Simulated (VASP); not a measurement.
CdSiP2 (relaxed from the chalcopyrite structure, space group I-42d): computed properties

Calculation: PBEsol GGA, VASP's PBE PAW potentials (set 64) (plane waves; VASP 6.6.1).

- space group: I-42d (122)
- cell: a = 5.646 Å, b = 5.646 Å, c = 10.498 Å, α = 90.00°, β = 90.00°, γ = 90.00°
- volume per atom: 20.91 Å³/atom
- band gap (over mesh and band path): 1.25 eV
- smallest direct gap (over mesh and band path): 1.25 eV
- band-edge character: direct, Γ to Γ
- density: 4.02 g/cm³

```cif
data_Cd4P8Si4
_chemical_formula_sum 'Cd4 Si4 P8'
_space_group_name_H-M_alt 'I-42d'
_space_group_IT_number 122
_space_group_name_Hall 'I -4 2bw'
_cell_length_a 5.64584
_cell_length_b 5.64584
_cell_length_c 10.49824
_cell_angle_alpha 90.000
_cell_angle_beta 90.000
_cell_angle_gamma 90.000
loop_
_atom_site_label
_atom_site_type_symbol
_atom_site_symmetry_multiplicity
_atom_site_Wyckoff_symbol
_atom_site_fract_x
_atom_site_fract_y
_atom_site_fract_z
_atom_site_occupancy
Cd1 Cd 4 a 0.00000 0.00000 0.00000 1
Si1 Si 4 b 0.00000 0.00000 0.50000 1
P1 P 8 d 0.25000 0.20656 0.37500 1
```
(The calculation used a cell of 8 atoms; values per cell refer to that cell.)

The structure was generated: CdSiP2 was put into the chalcopyrite type (I-42d), which need not be its known phase. It was relaxed first, which changed the volume by +5 %. Symmetry was kept, so distortions that lower it aren't found.
